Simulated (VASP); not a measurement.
Here is the system:

```
CELL_PARAMETERS angstrom
      3.11818     0.00000     0.00000
      0.00000     3.11818     0.00000
      0.00000     0.00000     3.11818
ATOMIC_POSITIONS crystal
  Zn 0.50000 0.50000 0.50000
  Au 0.00000 0.00000 0.00000
```

All values below come from r2SCAN meta-GGA, VASP's PBE PAW potentials (set 64) (plane waves; VASP). Settings: 520 eV cut-off, 12×12×12 Γ-centred mesh, first-order Methfessel-Paxton smearing of 0.10 eV, potentials Zn Au.

Unless said otherwise, spin-orbit coupling is left out, though it shifts the bands of the heavy elements here.

**Question.** What does the run give for the energy per atom (σ→0), pressure, band gap (on the k-mesh) with the smallest direct gap where there is one?

**Answer.** 
| Property | Result |
|---|---|
| band gap (on the k-mesh) | none (metal, semimetal or under 0.01 eV) |
| energy per atom (σ→0) | -29.963 eV/atom |
| pressure | 4.71 GPa |

Only differences to runs with the same potentials and settings are physical.

The compound is AuZn in the CsCl type structure. This cell is one point of a volume scan, at 0.97 of the reference volume. The electron count is odd and the run is not spin-polarised, which forces a metal.
